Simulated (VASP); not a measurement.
Computed with PBEsol GGA, VASP's PBE PAW potentials (set 64) (plane waves; VASP).

VASP input:

**POSCAR**
```
CoP
1
    3.4721176914     0.0000000000    -0.0000000000
   -1.7360588457     3.0069418316     0.0000000000
    0.0000000000     0.0000000000     5.6819241599
Co P
2 2
Direct
  0.3333330000   0.6666670000   0.9993391139
  0.6666670000   0.3333330000   0.4993391139
  0.3333330000   0.6666670000   0.3756608861
  0.6666670000   0.3333330000   0.8756608861
```

### KPOINTS
```
k-points along high-symmetry lines
10
Line-mode
Reciprocal
  0.000000   0.000000   0.000000 ! GAMMA
  0.500000  -0.000000   0.000000 ! M

  0.500000  -0.000000   0.000000 ! M
  0.333333   0.333333   0.000000 ! K

  0.333333   0.333333   0.000000 ! K
  0.000000   0.000000   0.000000 ! GAMMA

  0.000000   0.000000   0.000000 ! GAMMA
  0.000000   0.000000   0.500000 ! A

  0.000000   0.000000   0.500000 ! A
  0.500000  -0.000000   0.500000 ! L

  0.500000  -0.000000   0.500000 ! L
  0.333333   0.333333   0.500000 ! H

  0.333333   0.333333   0.500000 ! H
  0.000000   0.000000   0.500000 ! A

  0.500000  -0.000000   0.500000 ! L
  0.500000  -0.000000   0.000000 ! M

  0.333333   0.333333   0.500000 ! H
  0.333333   0.333333   0.000000 ! K
```

**INCAR**
```
NELM = 100
LASPH = .TRUE.   ! aspherical one-centre terms
EDIFF = 1E-7
LWAVE = .FALSE.
SYSTEM = CoP
LMAXMIX = 4   ! l cut-off of mixed one-centre charges
ENCUT = 400
SIGMA = 0.05
ISMEAR = 0
LREAL = .FALSE.
ALGO = Normal   ! blocked Davidson
LORBIT = 11   ! lm-projected
ICHARG = 11   ! fixed density
GGA = PS
PREC = Accurate
LCHARG = .FALSE.
```

POTCAR, in this order: Co P (PBE.64 set). Program: vasp_std. Read from the step before: CHGCAR.

What VASP printed:

### OUTCAR
```
 ion  position               nearest neighbor table
   1  0.333  0.667  0.999-   4 2.12   4 2.12   4 2.12   3 2.14
   2  0.667  0.333  0.499-   3 2.12   3 2.12   3 2.12   4 2.14
   3  0.333  0.667  0.376-   2 2.12   2 2.12   2 2.12   1 2.14
   4  0.667  0.333  0.876-   1 2.12   1 2.12   1 2.12   2 2.14
  LATTYP: Found a hexagonal cell.
 ALAT       =     3.4721176914
 C/A-ratio  =     1.6364434230
 Subroutine PRICEL returns:
 Original cell was already a primitive cell.
 Subroutine GETGRP returns: Found 12 space group operations
The static configuration has the point symmetry C_3v.
 The point group associated with its full space group is C_6v.
The dynamic configuration has the point symmetry C_3v.
 Subroutine INISYM returns: Found 12 space group operations
   k-points           NKPTS =     90   k-points in BZ     NKDIM =     90   number of bands    NBANDS=     18
   number of dos      NEDOS =    301   number of ions     NIONS =      4
   total plane-waves  NPLWV =  23040
   dimension x,y,z NGX =    24 NGY =   24 NGZ =   40
   dimension x,y,z NGXF=    48 NGYF=   48 NGZF=   80
   ions per type =               2   2
   PREC   = accura    normal or accurate (medium, high low for compatibility)
   ISTART =      0    job   : 0-new  1-cont  2-samecut
   ICHARG =     11    charge: 1-file 2-atom 10-const
   ISPIN  =      1    spin polarized calculation?
   LNONCOLLINEAR =      F non collinear calculations
   LSORBIT =      F    spin-orbit coupling
   INIWAV =      1    electr: 0-lowe 1-rand  2-diag
   ENCUT  =  400.0 eV  29.40 Ry    5.42 a.u.   5.66  5.66  9.27*2*pi/ulx,y,z
   NELM   =    100;   NELMIN=  2; NELMDL= -5     # of ELM steps
   EDIFF  = 0.1E-06   stopping-criterion for ELM
   LREAL  =      F    real-space projection
   NLSPLINE    = F    spline interpolate recip. space projectors
   LMAXMIX     =    4 max onsite mixed and CHGCAR
   VOSKOWN=      0    Vosko Wilk Nusair interpolation
   EDIFFG = 0.1E-05   stopping-criterion for IOM
   NSW    =      0    number of steps for IOM
   NBLOCK =      1;   KBLOCK =      1    inner block; outer block
   IBRION =     -1    ionic relax: 0-MD 1-quasi-New 2-CG
   NFREE  =      0    steps in history (QN), initial steepest desc. (CG)
...
```

### OSZICAR
```
       N       E                     dE             d eps       ncg     rms          rms(c)
DAV:   1     0.144840407445E+03    0.14484E+03   -0.11162E+04  3240   0.140E+03
DAV:   2    -0.175724569689E+02   -0.16241E+03   -0.15825E+03  3248   0.305E+02
DAV:   3    -0.277501708548E+02   -0.10178E+02   -0.97905E+01  3878   0.871E+01
DAV:   4    -0.281123395314E+02   -0.36217E+00   -0.35775E+00  3456   0.165E+01
DAV:   5    -0.281232792089E+02   -0.10940E-01   -0.10937E-01  3954   0.288E+00
DAV:   6    -0.281237849090E+02   -0.50570E-03   -0.50570E-03  4112   0.565E-01
DAV:   7    -0.281238018568E+02   -0.16948E-04   -0.16948E-04  4172   0.862E-02
DAV:   8    -0.281238022774E+02   -0.42066E-06   -0.42086E-06  3988   0.113E-02
DAV:   9    -0.281238022925E+02   -0.15035E-07   -0.14643E-07  2172   0.155E-03
   1 F= -.28123802E+02 E0= -.28121183E+02  d E =-.523939E-02
```

OUTCAR:
```
 val. band max:        7.1558414442   @ k =   0.3519   0.2963   0.0000

 cond. band min:       7.1572945156   @ k =   0.1852   0.1852   0.0000



 k-point     1 :       0.0000    0.0000    0.0000
  band No.  band energies     occupation
      1      -5.5402      2.00000
      2      -3.4497      2.00000
      3       1.4640      2.00000
      4       3.6281      2.00000
      5       3.6281      2.00000
      6       3.6379      2.00000
      7       3.7976      2.00000
      8       3.7976      2.00000
      9       5.4051      2.00000
     10       5.4051      2.00000
     11       5.9009      2.00000
     12       5.9009      2.00000
     13       6.1013      2.00000
     14       9.8127      0.00000
     15       9.8127      0.00000
     16      11.4948      0.00000
     17      11.8280      0.00000
     18      11.8280      0.00000

 k-point     2 :       0.0556    0.0000    0.0000
  band No.  band energies     occupation
      1      -5.5005      2.00000
      2      -3.4235      2.00000
      3       1.5013      2.00000
      4       3.5818      2.00000
      5       3.6393      2.00000
      6       3.6566      2.00000
      7       3.7661      2.00000
      8       3.8143      2.00000
      9       5.3781      2.00000
     10       5.3986      2.00000
     11       5.8796      2.00000
     12       5.9085      2.00000
     13       6.1213      2.00000
     14       9.5698      0.00000
     15       9.6972      0.00000
     16      11.4377      0.00000
     17      11.5984      0.00000
     18      11.7733      0.00000

 k-point     3 :       0.1111    0.0000    0.0000
  band No.  band energies     occupation
      1      -5.3825      2.00000
      2      -3.3475      2.00000
      3       1.6115      2.00000
      4       3.4641      2.00000
      5       3.6532      2.00000
      6       3.6720      2.00000
      7       3.7132      2.00000
      8       3.8619      2.00000
      9       5.3017      2.00000
     10       5.3856      2.00000
...
```

The density is held fixed in this step, so its total energy and stress have no physical meaning.

The structure was generated: CoP was put into the wurtzite type (P6_3mc), which need not be its known phase. It was relaxed first, which changed the volume by -24 %. The run is not spin-polarised, so no magnetic state was tried.
